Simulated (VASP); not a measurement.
# ZnCl3 (P6_3/m) in VASP: a series of runs

One crystal, ZnCl3, is run at these levels: vdW-DF2, PBEsol+D3, rev-vdW-DF2; tasks: relaxation of the atoms, single point.

Program: VASP 6.6.1. These are calculated values, not measurements. Logs are shortened: lines on timing, memory, paths and dates and some standing lists are left out, and cuts for length are marked.

**1. Starting point**

It takes space group P6_3/m (No. 176, hexagonal). The conventional cell has a = 9.806 Å, b = 9.806 Å, c = 2.910 Å, α = 90.00°, β = 90.00°, γ = 120.00°. Zn (site symmetry -6) has 6 Cl at 2.46 Å as nearest neighbours. Cl (site symmetry m) is surrounded by 2 Zn at 2.46 Å.

The cell comes from a database or a generator and needn't be the stable form of this composition.

**2. Relaxation of the atoms, vdW-DF2 (volume scaled by 1.25)**

The input, run.py:

```python
from ase.calculators.vasp import Vasp
from ase.io import read
from ase.optimize import LBFGS

atoms = read('ZnCl3.cif', primitive_cell=True, subtrans_included=False)
calc = Vasp(
    directory='calc',
    xc='vdw-df2',
    pp='PBE',
    setups='recommended',
    prec='Accurate',
    encut=520,
    ediff=1e-06,
    ismear=-5,
    sigma=0.05,
    lreal=False,
    lasph=True,
    nelm=60,
    algo='Normal',
    isif=2,
    lwave=True,
    lcharg=False,
    kpts=[3, 3, 9],
    gamma=True,
)
atoms.calc = calc
opt = LBFGS(atoms, trajectory='relax.traj')
converged = opt.run(fmax=0.02, steps=40)
print('converged:', converged)

print('energy (eV):', atoms.get_potential_energy())
print('free energy (eV):', atoms.get_potential_energy(force_consistent=True))
print('forces (eV/A):')
print(atoms.get_forces())
print('stress (eV/A^3, Voigt):', atoms.get_stress())
print('Fermi level (eV):', calc.get_fermi_level())
print('cell (A, degrees):', atoms.cell.cellpar())
print('volume (A^3):', atoms.get_volume())
print('scaled positions:')
print(atoms.get_scaled_positions())
```

The input, ZnCl3.cif:

```cif
data_ZnCl3
_cell_length_a 10.56287682
_cell_length_b 10.56287682
_cell_length_c 3.13422311
_cell_angle_alpha 90.00000000
_cell_angle_beta 90.00000000
_cell_angle_gamma 120.00000000
_space_group_name_H-M_alt 'P6_3/m'
_space_group_name_Hall '-P 6c'
_space_group_IT_number 176
loop_
_space_group_symop_operation_xyz
'x,y,z'
'-x,-y,-z'
'x-y,x,z+1/2'
'-x+y,-x,-z+1/2'
'-y,x-y,z'
'y,-x+y,-z'
'-x,-y,z+1/2'
'x,y,-z+1/2'
'-x+y,-x,z'
'x-y,x,-z'
'y,-x+y,z+1/2'
'-y,x-y,-z+1/2'
loop_
_atom_site_label
_atom_site_type_symbol
_atom_site_symmetry_multiplicity
_atom_site_Wyckoff_symbol
_atom_site_fract_x
_atom_site_fract_y
_atom_site_fract_z
_atom_site_occupancy
Zn1 Zn 2 c 0.6666666667 0.3333333333 0.7500000000 1
Cl1 Cl 6 h 0.1625209901 0.4434850001 0.7500000000 1
```

Potentials or basis: VASP PAW PBE potentials, release 64 (Zn, Cl).

Run with:

```
python run.py
```

Output:

```text
<dir> UserWarning: vdW has been enabled, however no location for the vdw_kernel.bindat file has been specified. Set ASE_VASP_VDW environment variable to copy the vdW kernel.
  warnings.warn(
       Step     Time          Energy          fmax
LBFGS:    0 --:--:--       -0.290525        0.686630
LBFGS:    1 --:--:--       -0.329771        0.649394
LBFGS:    2 --:--:--       -0.550109        0.243561
LBFGS:    3 --:--:--       -0.610016        0.032802
LBFGS:    4 --:--:--       -0.610455        0.013120
converged: True
energy (eV): -0.6104546
free energy (eV): -0.6104546
forces (eV/A):
[[ 0.         -0.         -0.        ]
 [ 0.         -0.          0.        ]
 [-0.01294476  0.00213759 -0.        ]
 [ 0.01294476 -0.00213759  0.        ]
 [-0.00832359 -0.0101417  -0.        ]
 [ 0.00832359  0.0101417   0.        ]
 [ 0.00462118 -0.01227929 -0.        ]
 [-0.00462118  0.01227929  0.        ]]
stress (eV/A^3, Voigt): [ 4.05778091e-03  4.05778091e-03  1.01253962e-02 -0.00000000e+00
 -0.00000000e+00  1.06105655e-10]
Fermi level (eV): -3.50515545
cell (A, degrees): [ 10.56287682  10.56287682   3.13422311  90.          90.
 120.        ]
volume (A^3): 302.8481818593593
scaled positions:
[[0.66666667 0.33333333 0.75      ]
 [0.33333333 0.66666667 0.25      ]
 [0.17341156 0.45818014 0.75      ]
 [0.82658844 0.54181986 0.25      ]
 [0.71523142 0.17341156 0.25      ]
 [0.28476858 0.82658844 0.75      ]
 [0.54181986 0.71523142 0.75      ]
 [0.45818014 0.28476858 0.25      ]]
```

OUTCAR:

```text
ENCUT = 520.000000
   EDIFF = 1.00e-06
   GGA = ML
   PREC = Accurate
   ISIF = 2
   ISMEAR = -5
   NELM = 60
   LASPH = .TRUE.
   LREAL = .FALSE.

 ion  position               nearest neighbor table
   1  0.667  0.333  0.750-   5 2.54   5 2.54   8 2.54   8 2.54   4 2.54   4 2.54
   2  0.333  0.667  0.250-   6 2.54   6 2.54   7 2.54   7 2.54   3 2.54   3 2.54
   3  0.173  0.458  0.750-   2 2.54   2 2.54
   4  0.827  0.542  0.250-   1 2.54   1 2.54
   5  0.715  0.173  0.250-   1 2.54   1 2.54
   6  0.285  0.827  0.750-   2 2.54   2 2.54
   7  0.542  0.715  0.750-   2 2.54   2 2.54
   8  0.458  0.285  0.250-   1 2.54   1 2.54

  LATTYP: Found a hexagonal cell.
 ALAT       =    10.5628768200
 C/A-ratio  =     0.2967205964

  Lattice vectors:

 A1 = (  10.5628768200,   0.0000000000,   0.0000000000)
 A2 = (  -5.2814384100,   9.1477196632,   0.0000000000)
 A3 = (   0.0000000000,   0.0000000000,   3.1342231100)

Analysis of symmetry for initial positions (statically):
=====================================================================
 Subroutine PRICEL returns:
 Original cell was already a primitive cell.

 Routine SETGRP: Setting up the symmetry group for a
 hexagonal supercell.

 Subroutine GETGRP returns: Found 12 space group operations
 (whereof  6 operations were pure point group operations)
 out of a pool of 24 trial point group operations.

The static configuration has the point symmetry S_6 .
 The point group associated with its full space group is C_6h.

Analysis of symmetry for dynamics (positions and initial velocities):
=====================================================================
 Subroutine PRICEL returns:
 Original cell was already a primitive cell.

[... 151 lines left out ...]
   NGX = 39   NGY = 39   NGZ = 11

 number of electron      65.9999995 magnetization

 Free energy of the ion-electron system (eV)
  ---------------------------------------------------
  ext. energy  EPLUGINS =         0.00000000
  ---------------------------------------------------
  free energy    TOTEN  =        -0.61045460 eV

  energy without entropy =       -0.61045460  energy(sigma->0) =       -0.61045460

 E-fermi :  -3.5052     XC(G=0):  -6.8742

 val. band max:       -3.4535998167   @ k =   0.0000   0.0000   0.0000
 cond. band min:      -3.4776450809   @ k =   0.3333   0.3333   0.1111
 fundamental gap:     -0.0240452642
 Fermi energy:        -3.5051554550

 k-point     1 :       0.0000    0.0000    0.0000
  band No.  band energies     occupation
      1     -17.2505      2.00000
      2     -17.1973      2.00000
      3     -16.8225      2.00000
      4     -16.8225      2.00000
      5     -16.8179      2.00000
      6     -16.8179      2.00000
[... 619 lines left out ...]
     38       3.9802      0.00000
     39       4.0250      0.00000

------------------------ aborting loop because EDIFF is reached ----------------------------------------

  FORCE on cell =-STRESS in cart. coord.  units (eV):
  Direction    XX          YY          ZZ          XY          YZ          ZX
  --------------------------------------------------------------------------------------
  -------------------------------------------------------------------------------------
  Total       -1.2288910     -1.2288910     -3.0664565      0.0000000      0.0000000      0.0000000
  in kB       -6.5012817     -6.5012817    -16.2226730      0.0000002      0.0000000      0.0000000
  external PRESSURE =      -9.7417455 kB  Pullay stress =       0.0000000 kB

 VOLUME and BASIS-vectors are now :
 -----------------------------------------------------------------------------
  energy-cutoff  :      520.00
  volume of cell :      302.85
      direct lattice vectors                 reciprocal lattice vectors
    10.562876820  0.000000000  0.000000000     0.094671179  0.054658431  0.000000000
    -5.281438410  9.147719663  0.000000000     0.000000000  0.109316861  0.000000000
     0.000000000  0.000000000  3.134223110     0.000000000  0.000000000  0.319058333

 POSITION                                       TOTAL-FORCE (eV/Angst)
 -----------------------------------------------------------------------------------
      5.28144      3.04924      2.35067         0.000000     -0.000000     -0.000000
     -0.00000      6.09848      0.78356         0.000000     -0.000000      0.000000
     -0.58813      4.19130      2.35067        -0.012945      0.002138     -0.000000
      5.86956      4.95642      0.78356         0.012945     -0.002138      0.000000
      6.63904      1.58632      0.78356        -0.008324     -0.010142     -0.000000
     -1.35760      7.56140      2.35067         0.008324      0.010142      0.000000
      1.94573      6.54274      2.35067         0.004621     -0.012279     -0.000000
      3.33571      2.60498      0.78356        -0.004621      0.012279      0.000000
 -----------------------------------------------------------------------------------
    total drift:                               -0.000001      0.000001     -0.000000

  FREE ENERGIE OF THE ION-ELECTRON SYSTEM (eV)
  ---------------------------------------------------
  free  energy   TOTEN  =        -0.6104546002 eV

  energy  without entropy=       -0.6104546002  energy(sigma->0) =       -0.61045460

Total vdW correction in eV:     12.7458311
```

INCAR:

```text
AGGAC = 0.000000
ENCUT = 520.000000
SIGMA = 0.050000
ZAB_VDW = -1.886700
EDIFF = 1.00e-06
ALGO = Normal
GGA = ML
PREC = Accurate
ISIF = 2
ISMEAR = -5
NELM = 60
LASPH = .TRUE.
LCHARG = .FALSE.
LUSE_VDW = .TRUE.
LWAVE = .TRUE.
LREAL = .FALSE.
```

Wall time 28 min (1 thread of AMD EPYC 9R45 (Zen 5), shared host); peak memory 1.2 GiB.

Results:

| Quantity | Value |
| --- | --- |
| Free energy | -0.6105 eV |
| Energy gained by relaxing | 40.0 meV/atom |
| Ionic steps | 5 |
| Pressure after relaxing | -1.0 GPa |
| Largest force after relaxing | 0.013 eV/Å |
| Band gap on the k mesh | none (metal or under the smearing width) |

Forces in eV/Å, atoms in the order of the input:
```
Zn   0.000  0.000  0.000
Zn   0.000  0.000  0.000
Cl  -0.013  0.002  0.000
Cl   0.013 -0.002  0.000
Cl  -0.008 -0.010  0.000
Cl   0.008  0.010  0.000
Cl   0.005 -0.012  0.000
Cl  -0.005  0.012  0.000
```

Stress tensor (GPa, compression positive):
```
-0.65  0.00  0.00
 0.00 -0.65  0.00
 0.00  0.00 -1.62
```

The path:
| step | energy change (eV) | largest force (eV/Å) | pressure (GPa) |
| --- | --- | --- | --- |
| 1 | 0.0000 | 0.6866 | -2.89 |
| 2 | -0.0392 | 0.6494 | -2.78 |
| 3 | -0.2596 | 0.2436 | -0.18 |
| 4 | -0.3195 | 0.0328 | -1.03 |
| 5 | -0.3199 | 0.0131 | -0.97 |

Final structure:
```yaml
crystal:
  lattice:
    - [10.56288, 0.00000, 0.00000]
    - [-5.28144, 9.14772, 0.00000]
    - [0.00000, 0.00000, 3.13422]
  atoms:
    - { symbol: Zn, position: [0.66667, 0.33333, 0.75000] }
    - { symbol: Zn, position: [0.33333, 0.66667, 0.25000] }
    - { symbol: Cl, position: [0.17341, 0.45818, 0.75000] }
    - { symbol: Cl, position: [0.82659, 0.54182, 0.25000] }
    - { symbol: Cl, position: [0.71523, 0.17341, 0.25000] }
    - { symbol: Cl, position: [0.28477, 0.82659, 0.75000] }
    - { symbol: Cl, position: [0.54182, 0.71523, 0.75000] }
    - { symbol: Cl, position: [0.45818, 0.28477, 0.25000] }
```

Caveat: the PAW data sets were made with another functional, which shifts forces and pressure a little; tetrahedron occupations give inexact forces and stress in metals.

**3. Single point, PBEsol+D3**

The input, run.py:

```python
from ase import Atoms
from ase.calculators.vasp import Vasp
from ase.dft.bandgap import bandgap

atoms = Atoms(
    ['Zn', 'Zn', 'Cl', 'Cl', 'Cl', 'Cl', 'Cl', 'Cl'],
    cell=[[9.8057062174, 0.0, 0.0], [-4.9028531087, 8.4919906863, 0.0], [0.0, 0.0, 2.909555]],
    scaled_positions=[[0.6666666667, 0.3333333333, 0.75], [0.3333333333, 0.6666666667, 0.25], [0.16252099, 0.443485, 0.75], [0.83747901, 0.556515, 0.25], [0.443485, 0.28096401, 0.25], [0.28096401, 0.83747901, 0.75], [0.556515, 0.71903599, 0.75], [0.71903599, 0.16252099, 0.25]],
    pbc=True,
)
calc = Vasp(
    directory='calc',
    xc='pbesol',
    pp='PBE',
    setups='recommended',
    prec='Accurate',
    encut=520,
    ediff=1e-06,
    ismear=0,
    sigma=0.1,
    lreal=False,
    lasph=True,
    nelm=100,
    algo='Fast',
    isif=2,
    lwave=False,
    lcharg=False,
    ivdw=11,
    kpts=[3, 3, 9],
    gamma=True,
    nbands=43,
)
atoms.calc = calc

print('energy (eV):', atoms.get_potential_energy())
print('free energy (eV):', atoms.get_potential_energy(force_consistent=True))
print('forces (eV/A):')
print(atoms.get_forces())
print('stress (eV/A^3, Voigt):', atoms.get_stress())
print('Fermi level (eV):', calc.get_fermi_level())
gap, top, bottom = bandgap(calc)
print('band gap (eV):', gap, 'from (spin, k, band)', top, 'to', bottom)
```

Potentials or basis: VASP PAW PBE potentials, release 64 (Zn, Cl).

Run with:

```
python run.py
```

It took 2.2 min on 1 thread of AMD EPYC 9R45 (Zen 5), shared host; peak memory 0.39 GiB.

The run converged. Its results:

```
Free energy                : -19.9622 eV
Pressure                   : -1.6 GPa
Largest force              : 0.271 eV/Å
Band gap on the k mesh     : none (metal or under the smearing width)
Dispersion energy per atom : -0.080 eV
```

Forces on the atoms (eV/Å):
```
Zn   0.000  0.000  0.000
Zn   0.000  0.000  0.000
Cl   0.069  0.262  0.000
Cl  -0.069 -0.262  0.000
Cl   0.261  0.071  0.000
Cl   0.192 -0.190  0.000
Cl  -0.261 -0.071  0.000
Cl  -0.192  0.190  0.000
```

Stress tensor (GPa, compression positive):
```
-1.75  0.00  0.00
 0.00 -1.75  0.00
 0.00  0.00 -1.44
```

Levels at points of the mesh, in eV from the Fermi level:
```tsv
k point	band 30	band 31	band 32	band 33	band 34	band 35	band 36	band 37	band 38	band 39
(0.00, 0.00, 0.00)	0.24	0.66	0.66	0.66	0.66	4.11	4.81	7.24	7.24	7.51
```

Caveat: the PAW data sets were made with another functional, which shifts forces and pressure a little; pairwise dispersion overbinds metals, which lowers pressure and volume.

[end of part 1 of 2]
